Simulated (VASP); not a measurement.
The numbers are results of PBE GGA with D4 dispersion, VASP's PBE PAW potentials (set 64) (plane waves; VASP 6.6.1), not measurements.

VASP ran on this input.

**INCAR**
```
SYSTEM = CuZn
PREC = Accurate
ENCUT = 520
EDIFF = 1E-7
NELM = 100
ALGO = Normal
LREAL = .FALSE.
LASPH = .TRUE.
ISMEAR = -5
GGA = PE
IVDW = 13
LMAXMIX = 4
LWAVE = .FALSE.
LCHARG = .TRUE.
LORBIT = 11
NEDOS = 601
ISIF = 2
```

**POSCAR**
```
CuZn
1
    2.9237310122     0.0000000000     0.0000000000
    0.0000000000     2.9237310122     0.0000000000
    0.0000000000     0.0000000000     2.9237310122
Zn Cu
1 1
Direct
  0.5000000000   0.5000000000   0.5000000000
  0.0000000000   0.0000000000   0.0000000000
```

KPOINTS:
```
Automatic mesh
0
Gamma
14 14 14
0 0 0
```

POTCAR, in this order: Zn Cu (PBE.64 set). Program: vasp_std.

The resulting files:

**OUTCAR**
```
 ion  position               nearest neighbor table
   1  0.500  0.500  0.500-   2 2.53   2 2.53   2 2.53   2 2.53   2 2.53   2 2.53   2 2.53   2 2.53
  LATTYP: Found a simple cubic cell.
 ALAT       =     2.9237310122
 Subroutine PRICEL returns:
 Original cell was already a primitive cell.
 Subroutine GETGRP returns: Found 48 space group operations
The static configuration has the point symmetry O_h .
The dynamic configuration has the point symmetry O_h .
 Subroutine INISYM returns: Found 48 space group operations
 Subroutine IBZKPT returns following result:
 Found    120 irreducible k-points:

 Following reciprocal coordinates:
            Coordinates               Weight
  0.000000  0.000000  0.000000      1.000000
  0.071429  0.000000  0.000000      6.000000
  0.142857  0.000000  0.000000      6.000000
  0.214286  0.000000  0.000000      6.000000
  0.285714  0.000000  0.000000      6.000000
  0.357143  0.000000  0.000000      6.000000
  0.428571  0.000000  0.000000      6.000000
  0.500000  0.000000  0.000000      3.000000
  0.071429  0.071429  0.000000     12.000000
  0.142857  0.071429  0.000000     24.000000
  0.214286  0.071429  0.000000     24.000000
  0.285714  0.071429  0.000000     24.000000
  0.357143  0.071429  0.000000     24.000000
  0.428571  0.071429  0.000000     24.000000
  0.500000  0.071429  0.000000     12.000000
  0.142857  0.142857  0.000000     12.000000
  0.214286  0.142857  0.000000     24.000000
  0.285714  0.142857  0.000000     24.000000
  0.357143  0.142857  0.000000     24.000000
  0.428571  0.142857  0.000000     24.000000
  0.500000  0.142857  0.000000     12.000000
  0.214286  0.214286  0.000000     12.000000
  0.285714  0.214286  0.000000     24.000000
  0.357143  0.214286  0.000000     24.000000
  0.428571  0.214286  0.000000     24.000000
  0.500000  0.214286  0.000000     12.000000
  0.285714  0.285714  0.000000     12.000000
  0.357143  0.285714  0.000000     24.000000
  0.428571  0.285714  0.000000     24.000000
  0.500000  0.285714  0.000000     12.000000
  0.357143  0.357143  0.000000     12.000000
  0.428571  0.357143  0.000000     24.000000
  0.500000  0.357143  0.000000     12.000000
  0.428571  0.428571  0.000000     12.000000
  0.500000  0.428571  0.000000     12.000000
  0.500000  0.500000  0.000000      3.000000
  0.071429  0.071429  0.071429      8.000000
  0.142857  0.071429  0.071429     24.000000
  0.214286  0.071429  0.071429     24.000000
  0.285714  0.071429  0.071429     24.000000
   k-points           NKPTS =    120   k-points in BZ     NKDIM =    120   number of bands    NBANDS=     15
   number of dos      NEDOS =    601   number of ions     NIONS =      2
   total plane-waves  NPLWV =  13824
   dimension x,y,z NGX =    24 NGY =   24 NGZ =   24
   dimension x,y,z NGXF=    48 NGYF=   48 NGZF=   48
   ions per type =               1   1
   PREC   = accura    normal or accurate (medium, high low for compatibility)
   ISTART =      0    job   : 0-new  1-cont  2-samecut
   ICHARG =      2    charge: 1-file 2-atom 10-const
   ISPIN  =      1    spin polarized calculation?
   LNONCOLLINEAR =      F non collinear calculations
   LSORBIT =      F    spin-orbit coupling
   INIWAV =      1    electr: 0-lowe 1-rand  2-diag
   ENCUT  =  520.0 eV  38.22 Ry    6.18 a.u.   5.44  5.44  5.44*2*pi/ulx,y,z
   NELM   =    100;   NELMIN=  2; NELMDL= -5     # of ELM steps
   EDIFF  = 0.1E-06   stopping-criterion for ELM
   LREAL  =      F    real-space projection
   NLSPLINE    = F    spline interpolate recip. space projectors
   LMAXMIX     =    4 max onsite mixed and CHGCAR
   VOSKOWN=      0    Vosko Wilk Nusair interpolation
...
```

**OSZICAR**
```
       N       E                     dE             d eps       ncg     rms          rms(c)
DAV:   1     0.110191436808E+03    0.11019E+03   -0.11541E+04  3760   0.255E+03
DAV:   2    -0.312507470879E+01   -0.11332E+03   -0.11056E+03  3621   0.329E+02
DAV:   3    -0.607490976929E+01   -0.29498E+01   -0.29424E+01  4421   0.718E+01
DAV:   4    -0.609466743544E+01   -0.19758E-01   -0.19762E-01  4328   0.521E+00
DAV:   5    -0.609491256827E+01   -0.24513E-03   -0.24513E-03  4658   0.606E-01    0.970E+00
DAV:   6    -0.589826758283E+01    0.19664E+00   -0.16908E+01  3962   0.110E+02    0.592E+00
DAV:   7    -0.499981865356E+01    0.89845E+00   -0.38195E+00  3848   0.106E+02    0.237E+00
DAV:   8    -0.500190385350E+01   -0.20852E-02   -0.18285E-01  4904   0.595E+00    0.132E+00
DAV:   9    -0.499230785518E+01    0.95960E-02   -0.19548E-02  4295   0.371E+00    0.529E-02
DAV:  10    -0.499232816721E+01   -0.20312E-04   -0.52248E-04  4251   0.282E-01    0.316E-02
DAV:  11    -0.499233124530E+01   -0.30781E-05   -0.78151E-06  5134   0.476E-02    0.134E-02
DAV:  12    -0.499233059908E+01    0.64622E-06   -0.12668E-06  5092   0.288E-02    0.938E-04
DAV:  13    -0.499233063037E+01   -0.31294E-07   -0.92629E-08  2549   0.847E-03
   1 F= -.59068477E+01 E0= -.59068477E+01  d E =0.000000E+00
```

### OUTCAR
```
------------------------ aborting loop because EDIFF is reached ----------------------------------------
  Edisp (eV):   -0.91452
  FORCE on cell =-STRESS in cart. coord.  units (eV):
  Direction    XX          YY          ZZ          XY          YZ          ZX
  --------------------------------------------------------------------------------------
  Total       0.03580     0.03580     0.03580     0.00000    -0.00000     0.00000
  in kB       2.29514     2.29514     2.29514     0.00000    -0.00000     0.00000
  external pressure =        2.30 kB  Pullay stress =        0.00 kB
  volume of cell :       24.99
      direct lattice vectors                 reciprocal lattice vectors
     2.923731012  0.000000000  0.000000000     0.342028728  0.000000000  0.000000000
     0.000000000  2.923731012  0.000000000     0.000000000  0.342028728  0.000000000
     0.000000000  0.000000000  2.923731012     0.000000000  0.000000000  0.342028728
 POSITION                                       TOTAL-FORCE (eV/Angst)
 -----------------------------------------------------------------------------------
      1.46187      1.46187      1.46187         0.000000      0.000000      0.000000
      0.00000      0.00000      0.00000         0.000000      0.000000      0.000000
 -----------------------------------------------------------------------------------
    total drift:                                0.000000      0.000000     -0.000000
  FREE ENERGIE OF THE ION-ELECTRON SYSTEM (eV)
  ---------------------------------------------------
  free  energy   TOTEN  =        -5.9068476827 eV

  energy  without entropy=       -5.9068476827  energy(sigma->0) =       -5.90684768

 total charge

# of ion       s       p       d       tot
------------------------------------------
    1        0.586   0.541   9.739  10.866
    2        0.432   0.397   9.181  10.011
--------------------------------------------------
tot          1.018   0.939  18.920  20.877
```
(Selected blocks of OUTCAR.)

For a metal the tetrahedron method with Blöchl corrections gives inexact stress and forces.

The compound is CuZn in the CsCl type structure. It was relaxed first. The electron count is odd and the run is not spin-polarised, which forces a metal.
